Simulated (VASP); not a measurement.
VASP ran on this input.

KPOINTS:
```
kpoints
0
Gamma
  6 6 6
```

INCAR:
```
# general
SYSTEM   =  Cu3Au
PREC     =  Accurate
ENCUT    =  520   # plane-wave cut-off (eV)
LREAL    =  .FALSE.   # projection in real space or not
LASPH    =  .TRUE.   # aspherical one-centre terms

# electronic loop
EDIFF    =  1E-6   # SCF stop (eV)
NELM     =  100   # most electronic steps
ALGO     =  Normal
LMAXMIX  =  6

# smearing
ISMEAR   =  1   # Methfessel-Paxton
SIGMA    =  0.1   # width (eV)

# functional
GGA      =  PE   # PBE

# ions
ISIF     =  2   # forces and stress, cell fixed

# output
LWAVE    =  .FALSE.
LCHARG   =  .FALSE.
```

**POSCAR**
```
Cu3Au
1.0
  3.8250000000   0.0000000000   0.0000000000
  0.0000000000   3.8250000000   0.0000000000
  0.0000000000   0.0000000000   3.8250000000
Cu Au
3 1
Cart
  0.0000000000   1.9125000000   1.9125000000
  1.9125000000   0.0000000000   1.9125000000
  1.9125000000   1.9125000000   0.0000000000
  0.0000000000   0.0000000000   0.0000000000
```

POTCAR, in this order: Cu Au (PBE.64 set). Program: vasp_std.

Problem. Write an equivalent input for Quantum ESPRESSO's pw.x.

Solution. One equivalent input (not run):
```
&CONTROL
  calculation = 'scf'
  pseudo_dir = './pseudo'
  outdir = './out'
  tprnfor = .true.
  tstress = .true.
/
&SYSTEM
  ibrav = 0
  nat = 4
  ntyp = 2
  ecutwfc = 92
  occupations = 'smearing'
  smearing = 'methfessel-paxton'
  degauss = 0.00735
  input_dft = 'pbe'
/
&ELECTRONS
  conv_thr = 7.3e-08
  electron_maxstep = 100
/
ATOMIC_SPECIES
  Cu 63.546 Cu.upf
  Au 196.967 Au.upf
CELL_PARAMETERS angstrom
     3.8250000    0.0000000    0.0000000
     0.0000000    3.8250000    0.0000000
     0.0000000    0.0000000    3.8250000
ATOMIC_POSITIONS crystal
  Cu   0.0000000  0.5000000  0.5000000
  Cu   0.5000000  0.0000000  0.5000000
  Cu   0.5000000  0.5000000  0.0000000
  Au   0.0000000  0.0000000  0.0000000
K_POINTS automatic
  6 6 6 0 0 0
```
The two are equivalent in intent, not identical: the potentials are each code's own (VASP's PAW set, PseudoDojo norm-conserving files in pw.x), so ENCUT and ecutwfc are chosen apart and not converted; conv_thr bounds pw.x's estimated SCF error, while EDIFF bounds the energy change between steps.

The compound is Cu3Au in the L1_2 structure. The cell was not relaxed at this level.
